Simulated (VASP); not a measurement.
# H8SO6 in VASP: notebook

The runs below take H8SO6 through molecular dynamics, single point, with r2SCAN+D3(BJ).

Program: VASP 6.6.1. These are calculated values, not measurements. Logs are shortened: lines on timing, memory, paths and dates and some standing lists are left out, and cuts for length are marked.

### Step 1. Starting point

The cell holds a amorphous, 15 atoms: a = 5.789 Å, b = 5.789 Å, c = 5.789 Å, α = 90.00°, β = 90.00°, γ = 90.00°.

The cell was built by a generator and needn't be a form met in nature.

### Step 2. Molecular dynamics, r2SCAN+D3(BJ)

POSCAR reads:

```
H8SO6
1.0
    5.7889600000      0.0000000000      0.0000000000
    0.0000000000      5.7889600000      0.0000000000
    0.0000000000      0.0000000000      5.7889600000
O H S
6 8 1
Direct
    0.7107263000      0.6190413100      0.8029585300
    0.7320696200      0.1372929500      0.1085541300
    0.3042241900      0.9120918800      0.9801585700
    0.9525421900      0.7489315200      0.2409611800
    0.3810441900      0.4471333200      0.3451334900
    0.1157901900      0.1467345600      0.5011977600
    0.6159967800      0.7584973200      0.7751371400
    0.7307138700      0.5478825700      0.6460250100
    0.6633878900      0.1506920300     -0.0358278700
    0.7797541200      0.2842900900      0.1498437700
    0.2245548700      0.9858762200      0.8661839300
    0.1922178700      0.8518518700      1.0662617700
    1.0002356900      0.7703472100      0.4001322700
    0.8222188900      0.8571010500      0.1977477500
    0.3470585200      0.2075588200      0.4248312700
```

INCAR.step1 reads:

```
ALGO     = Normal         # electronic algorithm
EDIFF    = 1E-4           # SCF threshold, eV
ENCUT    = 520            # plane-wave cutoff, eV
GGA      = PE             # functional
ISMEAR   = -1             # smearing method
ISYM     = 0            
LASPH    = True           # aspherical terms in the spheres
LCHARG   = False          # write CHGCAR
LREAL    = Auto         
LWAVE    = True           # write WAVECAR
NELM     = 100            # most SCF steps
PREC     = Accurate       # precision mode
SIGMA    = 0.02           # smearing width, eV
```

INCAR.step2 reads:

```
ALGO     = Normal         # electronic algorithm
ANDERSEN_PROB= 0.0          
EDIFF    = 1E-5           # SCF threshold, eV
ENCUT    = 520            # plane-wave cutoff, eV
IBRION   = 0              # ionic algorithm
ISIF     = 2              # what is computed and relaxed
ISMEAR   = -1             # smearing method
ISTART   = 1            
ISYM     = 0            
IVDW     = 12             # dispersion correction
LASPH    = True           # aspherical terms in the spheres
LCHARG   = False          # write CHGCAR
LMIXTAU  = True         
LREAL    = Auto         
LWAVE    = False          # write WAVECAR
MDALGO   = 1            
METAGGA  = R2SCAN         # meta-GGA
NELM     = 100            # most SCF steps
NELMIN   = 4            
NSW      = 40             # ionic steps
POTIM    = 0.5            # step
PREC     = Accurate       # precision mode
RANDOM_SEED= 965214 0 0   
SIGMA    = 0.02           # smearing width, eV
TEBEG    = 1500.0       
TEEND    = 1500.0       
VDW_A1   = 0.49484001   
VDW_A2   = 5.73083694   
VDW_S6   = 1.0          
VDW_S8   = 0.78981345
```

KPOINTS reads:

```
k-points
0
Gamma
  1 1 1
```

Potentials or basis: VASP PAW PBE potentials, release 64 (O, H, S).

The run is started by

```bash
$ cat potpaw_PBE.64/O/POTCAR potpaw_PBE.64/H/POTCAR potpaw_PBE.64/S/POTCAR > POTCAR
$ cp INCAR.step1 INCAR
$ mpirun -np 1 vasp_gam > vasp.out
$ cp INCAR.step2 INCAR
$ mpirun -np 1 vasp_gam > vasp.out
```

OUTCAR:

```text
EDIFF = 1E-5
   ENCUT = 520
   IBRION = 0
   ISIF = 2
   ISMEAR = -1
   ISTART = 1
   ISYM = 0
   IVDW = 12
   LASPH = True
   LREAL = Auto
   METAGGA = R2SCAN
   NELM = 100
   NELMIN = 4
   NSW = 40
   POTIM = 0.5
   PREC = Accurate
   TEBEG = 1500.0
 IVDW          = 12

 ion  position               nearest neighbor table
   1  0.711  0.619  0.803-   7 0.99   8 1.00
   2  0.732  0.137  0.109-  10 0.93   9 0.93
   3  0.304  0.912  0.980-  12 0.89  11 0.91
   4  0.953  0.749  0.241-  13 0.97  14 1.01
   5  0.381  0.447  0.345-  15 1.47
   6  0.116  0.147  0.501-  15 1.45
   7  0.616  0.758  0.775-   1 0.99
   8  0.731  0.548  0.646-   1 1.00
   9  0.663  0.151  0.964-   2 0.93
  10  0.780  0.284  0.150-   2 0.93
  11  0.225  0.986  0.866-   3 0.91
  12  0.192  0.852  0.066-   3 0.89
  13  0.000  0.770  0.400-   4 0.97
  14  0.822  0.857  0.198-   4 1.01
  15  0.347  0.208  0.425-   6 1.45   5 1.47

IMPORTANT INFORMATION: All symmetrisations will be switched off!
NOSYMM: (Re-)initialisation of all symmetry stuff for point group C_1.

----------------------------------------------------------------------------------------

                                     Primitive cell

  volume of cell :     194.0000

  direct lattice vectors                    reciprocal lattice vectors
     5.788960000  0.000000000  0.000000000     0.172742600  0.000000000  0.000000000
     0.000000000  5.788960000  0.000000000     0.000000000  0.172742600  0.000000000
     0.000000000  0.000000000  5.788960000     0.000000000  0.000000000  0.172742600

  length of vectors
     5.788960000  5.788960000  5.788960000     0.172742600  0.172742600  0.172742600

  position of ions in fractional coordinates (direct lattice)
     0.710726300  0.619041310  0.802958530
     0.732069620  0.137292950  0.108554130
     0.304224190  0.912091880  0.980158570
     0.952542190  0.748931520  0.240961180
     0.381044190  0.447133320  0.345133490
     0.115790190  0.146734560  0.501197760
     0.615996780  0.758497320  0.775137140
     0.730713870  0.547882570  0.646025010
     0.663387890  0.150692030  0.964172130
     0.779754120  0.284290090  0.149843770
     0.224554870  0.985876220  0.866183930
     0.192217870  0.851851870  0.066261770
     0.000235690  0.770347210  0.400132270
     0.822218890  0.857101050  0.197747750
     0.347058520  0.207558820  0.424831270

  ion indices of the primitive-cell ions
   primitive index   ion index
                 1           1
                 2           2
                 3           3
                 4           4
                 5           5
                 6           6
                 7           7
                 8           8
                 9           9
                10          10
                11          11
                12          12
                13          13
                14          14
                15          15

----------------------------------------------------------------------------------------

 KPOINTS: k-points

Automatic generation of k-mesh.
 Grid dimensions read from file:
 generate k-points for:    1    1    1

 Generating k-lattice:

  Cartesian coordinates                     Fractional coordinates (reciprocal lattice)
     0.172742600  0.000000000  0.000000000     1.000000000  0.000000000  0.000000000
     0.000000000  0.172742600  0.000000000     0.000000000  1.000000000  0.000000000
     0.000000000  0.000000000  0.172742600     0.000000000  0.000000000  1.000000000

  Length of vectors
     0.172742600  0.172742600  0.172742600

  Shift w.r.t. Gamma in fractional coordinates (k-lattice)
     0.000000000  0.000000000  0.000000000

 Subroutine IBZKPT returns following result:
 ===========================================

 Found      1 irreducible k-points:

 Following reciprocal coordinates:
            Coordinates               Weight
  0.000000  0.000000  0.000000      1.000000
   k-points           NKPTS =      1   k-points in BZ     NKDIM =      1   number of bands    NBANDS=     33
   number of dos      NEDOS =    301   number of ions     NIONS =     15
   total plane-waves  NPLWV = 110592
   dimension x,y,z NGX =    48 NGY =   48 NGZ =   48
   dimension x,y,z NGXF=    96 NGYF=   96 NGZF=   96
   ions per type =               6   8   1
   NGX,Y,Z   is equivalent  to a cutoff of  13.78, 13.78, 13.78 a.u.
   NGXF,Y,Z  is equivalent  to a cutoff of  27.57, 27.57, 27.57 a.u.
 SYSTEM =  unknown system
   PREC   = accura    normal or accurate (medium, high low for compatibility)
   ISTART =      1    job   : 0-new  1-cont  2-samecut
   ICHARG =      0    charge: 1-file 2-atom 10-const
   ISPIN  =      1    spin polarized calculation?
   LNONCOLLINEAR =      F non collinear calculations
   LSORBIT =      F    spin-orbit coupling
   LASPH  =      T    aspherical Exc in radial PAW
   ENCUT  =  520.0 eV  38.22 Ry    6.18 a.u.  10.76 10.76 10.76*2*pi/ulx,y,z
   NELM   =    100;   NELMIN=  4; NELMDL=  0     # of ELM steps
   EDIFF  = 0.1E-04   stopping-criterion for ELM
   LREAL  =      T    real-space projection
   EDIFFG = 0.1E-03   stopping-criterion for IOM
   NSW    =     40    number of steps for IOM
   IBRION =      0    ionic relax: 0-MD 1-quasi-New 2-CG
   NFREE  =      0    steps in history (QN), initial steepest desc. (CG)
   ISIF   =      2    stress and relaxation
   ISYM   =      0    0-nonsym 1-usesym 2-fastsym
   POTIM  = 0.5000    time-step for ionic-motion
   TEBEG  = 1500.0;   TEEND  =1500.0 temperature during run
   PSTRESS=    0.0 pullay stress
   NELECT =      50.0000    total number of electrons
   NUPDOWN=      -1.0000    fix difference up-down
   EMIN   =  10.00;   EMAX   =-10.00  energy-range for DOS
   EFERMI =   0.00;   METHOD = LEGACY
   ISMEAR =    -1;   SIGMA  =   0.02  broadening in eV -4-tet -1-fermi 0-gaus
   EFERMI_NEDOS =   21; number of points for ismear=-14 and -15
   IALGO  =     38    algorithm
   IMIX   =      4    mixing-type and parameters
     AMIX     =   0.40;   BMIX     =  1.00
     AMIX_MAG =   1.60;   BMIX_MAG =  1.00
  volume/ion in A,a.u.               =      12.93        87.28
  Fermi-wavevector in a.u.,A,eV,Ry     =   1.041832  1.968777 14.767948  1.085414
  Thomas-Fermi vector in A             =   2.176470
   LORBIT       =      0    0 simple, 1 ext, 2 COOP (PROOUT), +10 PAW based schemes
   METAGGA = R2SCAN    functional components
   LHFCALC =     F    Hartree Fock is set to
   AEXX    =    0.0000 exact exchange contribution
   IVDW    =    12    specifies the selected vdW correction
   LEPSILON=     F    determine dielectric tensor
   LRPA    =     F    only Hartree local field effects (RPA)
 molecular dynamics for ions
 non-spin polarized calculation
  energy-cutoff  :      520.00
  volume of cell :      194.00
 maximum number of plane-waves:      2593
 NGX is ok and might be reduce to    42
   NGX = 21   NGY = 21   NGZ = 21

--------------------------------------- Ionic step        1  -------------------------------------------

 number of electron      50.0000000 magnetization

 Free energy of the ion-electron system (eV)
  ---------------------------------------------------
  ext. energy  EPLUGINS =         0.00000000
  ---------------------------------------------------
  free energy    TOTEN  =       -84.97458944 eV

  energy without entropy =      -84.97458944  energy(sigma->0) =      -84.97458944

------------------------ aborting loop because EDIFF is reached ----------------------------------------

 Edisp (eV)   -0.31045

 E8    (eV) :    -0.0530

  FORCE on cell =-STRESS in cart. coord.  units (eV):
  Direction    XX          YY          ZZ          XY          YZ          ZX
  --------------------------------------------------------------------------------------
  -------------------------------------------------------------------------------------
  Total       1.26302    -2.24157     1.91467     1.86175    -1.19550     0.13383
  in kB      10.43080   -18.51236    15.81261    15.37558    -9.87323     1.10527
  external pressure =        2.58 kB  Pullay stress =        0.00 kB

 VOLUME and BASIS-vectors are now :
 -----------------------------------------------------------------------------
  energy-cutoff  :      520.00
  volume of cell :      194.00
      direct lattice vectors                 reciprocal lattice vectors
     5.788960000  0.000000000  0.000000000     0.172742600  0.000000000  0.000000000
     0.000000000  5.788960000  0.000000000     0.000000000  0.172742600  0.000000000
     0.000000000  0.000000000  5.788960000     0.000000000  0.000000000  0.172742600
[... 151 lines left out ...]
  energy  without entropy=      -85.4172658278  energy(sigma->0) =      -85.41726583

  ENERGY OF THE ELECTRON-ION-THERMOSTAT SYSTEM (eV)
  ---------------------------------------------------
% ion-electron   TOTEN  =       -85.417266  see above
  kinetic energy EKIN   =         2.931043
  kin. lattice  EKIN_LAT=         0.000000  (temperature 1619.67 K)
  nose potential ES     =         0.000000
  nose kinetic   EPS    =         0.000000
  ---------------------------------------------------
  total energy   ETOTAL =       -82.486223 eV

[... ionic steps 4 to 37 ...]

--------------------------------------- Ionic step       38  -------------------------------------------

 number of electron      50.0000001 magnetization

------------------------ aborting loop because EDIFF is reached ----------------------------------------

 Edisp (eV)   -0.31027

 E8    (eV) :    -0.0529

  FORCE on cell =-STRESS in cart. coord.  units (eV):
  Direction    XX          YY          ZZ          XY          YZ          ZX
  --------------------------------------------------------------------------------------
  -------------------------------------------------------------------------------------
  Total       2.75120     0.51960    -1.25238     0.08386    -2.56427     0.05337
  in kB      22.72117     4.29118   -10.34293     0.69254   -21.17739     0.44079
  external pressure =        5.56 kB  Pullay stress =        0.00 kB
[... 99 lines left out ...]
  ENERGY OF THE ELECTRON-ION-THERMOSTAT SYSTEM (eV)
  ---------------------------------------------------
% ion-electron   TOTEN  =       -84.903423  see above
  kinetic energy EKIN   =         2.422736
  kin. lattice  EKIN_LAT=         0.000000  (temperature 1338.79 K)
  nose potential ES     =         0.000000
  nose kinetic   EPS    =         0.000000
  ---------------------------------------------------
  total energy   ETOTAL =       -82.480688 eV

--------------------------------------- Ionic step       40  -------------------------------------------

 number of electron      50.0000001 magnetization

 Free energy of the ion-electron system (eV)
  ---------------------------------------------------
  ext. energy  EPLUGINS =         0.00000000
  ---------------------------------------------------
  free energy    TOTEN  =       -84.68225550 eV

  energy without entropy =      -84.68225550  energy(sigma->0) =      -84.68225550

 E-fermi :  -2.6310     XC(G=0):  -7.0289

 val. band max:       -3.2014682301   @ k =   0.0000   0.0000   0.0000
 cond. band min:      -0.7370286715   @ k =   0.0000   0.0000   0.0000
 fundamental gap:      2.4644395585
 Fermi energy:        -2.6310150219

 k-point     1 :       0.0000    0.0000    0.0000
  band No.  band energies     occupation
      1     -27.6689      2.00000
      2     -24.5223      2.00000
      3     -23.4229      2.00000
      4     -22.6771      2.00000
      5     -22.5545      2.00000
      6     -22.1305      2.00000
[... 71 lines left out ...]
  FREE ENERGIE OF THE ION-ELECTRON SYSTEM (eV)
  ---------------------------------------------------
  free  energy   TOTEN  =       -84.9923068799 eV

  energy  without entropy=      -84.9923068799  energy(sigma->0) =      -84.99230688

  ENERGY OF THE ELECTRON-ION-THERMOSTAT SYSTEM (eV)
  ---------------------------------------------------
% ion-electron   TOTEN  =       -84.992307  see above
  kinetic energy EKIN   =         2.506880
  kin. lattice  EKIN_LAT=         0.000000  (temperature 1385.28 K)
  nose potential ES     =         0.000000
  nose kinetic   EPS    =         0.000000
  ---------------------------------------------------
  total energy   ETOTAL =       -82.485427 eV
```

Run time: 14 min. Hardware: 1 thread of Intel Xeon 6975P-C (Granite Rapids), shared host; peak memory 0.38 GiB.

What came out:

- Dispersion energy per atom: -0.021 eV

Step by step:
```csv
step,potential energy change (eV),largest force (eV/Å),pressure (GPa),volume (Å³),temperature (K)
1,0.0000,6.1146,0.26,194.00,1544
2,-0.1374,3.9279,-1.08,194.00,1620
3,-0.1322,4.7842,-2.42,194.00,1620
4,-0.0326,5.2889,-3.65,194.00,1567
5,0.1196,5.1777,-4.71,194.00,1484
6,0.3002,4.8930,-5.54,194.00,1385
7,0.4820,4.8490,-6.13,194.00,1286
8,0.6286,4.7674,-6.51,194.00,1206
9,0.7065,4.6389,-6.69,194.00,1164
10,0.7010,4.4855,-6.71,194.00,1167
11,0.6247,4.5562,-6.56,194.00,1207
12,0.5206,4.5163,-6.19,194.00,1262
13,0.4534,4.5647,-5.57,194.00,1297
14,0.4790,5.1187,-4.69,194.00,1282
15,0.5821,7.5128,-3.67,194.00,1230
16,0.6406,8.9465,-2.79,194.00,1202
17,0.5422,8.2436,-2.27,194.00,1253
18,0.3459,5.4956,-2.06,194.00,1356
19,0.1971,5.2810,-1.96,194.00,1437
20,0.1572,5.2411,-1.85,194.00,1459
21,0.2156,5.1512,-1.70,194.00,1427
22,0.3643,5.0141,-1.51,194.00,1345
23,0.5744,7.1029,-1.34,194.00,1233
24,0.7346,8.6517,-1.36,194.00,1149
25,0.7313,8.3638,-1.70,194.00,1150
26,0.5966,6.4066,-2.26,194.00,1220
27,0.4526,4.4649,-2.80,194.00,1298
28,0.3630,4.1296,-3.13,194.00,1348
29,0.3173,3.7623,-3.19,194.00,1374
30,0.2952,3.3678,-2.97,194.00,1386
31,0.3086,3.5881,-2.47,194.00,1377
32,0.3918,5.1066,-1.72,194.00,1331
33,0.5477,7.3056,-0.79,194.00,1247
34,0.6966,8.6737,0.07,194.00,1169
35,0.7343,7.9338,0.62,194.00,1148
36,0.6645,5.6019,0.82,194.00,1183
37,0.5699,6.0495,0.77,194.00,1234
38,0.4811,5.6923,0.56,194.00,1284
39,0.3816,5.1553,0.24,194.00,1339
40,0.2927,5.4201,-0.06,194.00,1385
```

Caveat: the PAW data sets were made with another functional, which shifts forces and pressure a little.

### Step 3. Single point, r2SCAN+D3(BJ)

POSCAR reads:

```
H8SO6
1.0
    5.7889600000      0.0000000000      0.0000000000
    0.0000000000      5.7889600000      0.0000000000
    0.0000000000      0.0000000000      5.7889600000
O H S
6 8 1
Direct
    0.7138069705      0.5954610155      0.8009383378
    0.7320485890      0.1435836489      0.0834346757
    0.3121113292      0.8940120505      0.9854965313
    0.9574085846      0.7647833117      0.2750234930
    0.3783408419      0.4503399574      0.3844041071
    0.1254284016      0.1875639148      0.5621907907
    0.6362800918      0.7483554905      0.8321183770
    0.6773755562      0.5535018380      0.6440189602
    0.5850273624      0.1308525193     -0.0001381941
    0.7868252674      0.2860099223      0.0660567701
    0.1990340234      0.9876558138      0.9051539482
    0.2215078356      0.8123911722      1.0747353583
    0.9919225560      0.7829558332      0.4338948619
    0.8702426688      0.9009217545      0.2197458611
    0.3385754954      0.2063583096      0.4235994030
```

INCAR.step1 reads:

```
SYSTEM = H8SO6
PREC     = Accurate       ! precision mode
ENCUT    = 520            ! plane-wave cutoff, eV
ISMEAR   = -1             ! smearing method
SIGMA    = 0.02           ! smearing width, eV
LREAL    = Auto         
LASPH    = .TRUE.         ! aspherical terms in the spheres
NELM     = 100            ! most SCF steps
NBANDS   = 38             ! bands
GGA      = PE             ! functional
ALGO     = Normal         ! electronic algorithm
EDIFF    = 1E-4           ! SCF threshold, eV
LWAVE    = .TRUE.         ! write WAVECAR
LCHARG   = .FALSE.        ! write CHGCAR
```

INCAR.step2 reads:

```
SYSTEM = H8SO6
PREC     = Accurate       ! precision mode
ENCUT    = 520            ! plane-wave cutoff, eV
EDIFF    = 1E-7           ! SCF threshold, eV
ISMEAR   = -1             ! smearing method
SIGMA    = 0.02           ! smearing width, eV
LREAL    = Auto         
LASPH    = .TRUE.         ! aspherical terms in the spheres
NELM     = 100            ! most SCF steps
ALGO     = Normal         ! electronic algorithm
ISIF     = 2              ! what is computed and relaxed
LWAVE    = .FALSE.        ! write WAVECAR
LCHARG   = .FALSE.        ! write CHGCAR
METAGGA  = R2SCAN         ! meta-GGA
LMIXTAU  = .TRUE.       
IVDW     = 12             ! dispersion correction
VDW_S6   = 1.0          
VDW_S8   = 0.78981345   
VDW_A1   = 0.49484001   
VDW_A2   = 5.73083694   
NBANDS   = 38             ! bands
ISTART   = 1
```

KPOINTS reads:

```
regular mesh
0
G
  1 1 1
  0 0 0
```

Potentials or basis: VASP PAW PBE potentials, release 64 (O, H, S).

The run is started by

```bash
$ cat potpaw_PBE.64/O/POTCAR potpaw_PBE.64/H/POTCAR potpaw_PBE.64/S/POTCAR > POTCAR
$ cp INCAR.step1 INCAR
$ mpirun -np 1 vasp_gam > vasp.out
$ cp INCAR.step2 INCAR
$ mpirun -np 1 vasp_gam > vasp.out
```

It took 47 s on 1 thread of Intel Xeon 6975P-C (Granite Rapids), shared host; peak memory 0.33 GiB.

The run converged. Its results:

| Item | Value |
| --- | --- |
| Free energy | -85.3455 eV |
| Pressure | 0.5 GPa |
| Largest force | 7.345 eV/Å |
| Band gap on the k mesh | 2.40 eV, direct |
| Dispersion energy per atom | -0.021 eV |

Forces in eV/Å, atoms in the order of the input:
```
O   -0.461  1.401  0.500
O   -2.330 -4.992  0.286
O    3.813  4.375 -4.360
O   -0.369  0.028 -1.300
O    1.213 -0.537 -0.736
O    1.233 -1.289 -0.627
H    0.535 -1.826 -0.371
H   -0.088  0.277 -0.129
H    0.710 -0.020  0.501
H    1.690  5.078 -0.794
H    0.130  0.087 -0.410
H   -3.955 -4.176  4.569
H    0.041  0.271  0.883
H    0.201 -0.412  0.461
S   -2.363  1.735  1.526
```

Stress tensor (GPa, compression positive):
```
-0.81  4.71 -1.35
 4.71  1.16 -2.83
-1.35 -2.83  1.25
```

Levels at points of the mesh, in eV from the valence-band top:
```csv
k point,band 22,band 23,band 24,band 25,band 26,band 27,band 28,band 29
"(0.00, 0.00, 0.00)",-0.98,-0.85,-0.27,0.00,2.40,5.66,7.43,7.97
```

Caveat: the PAW data sets were made with another functional, which shifts forces and pressure a little.

[end of part 1 of 2]
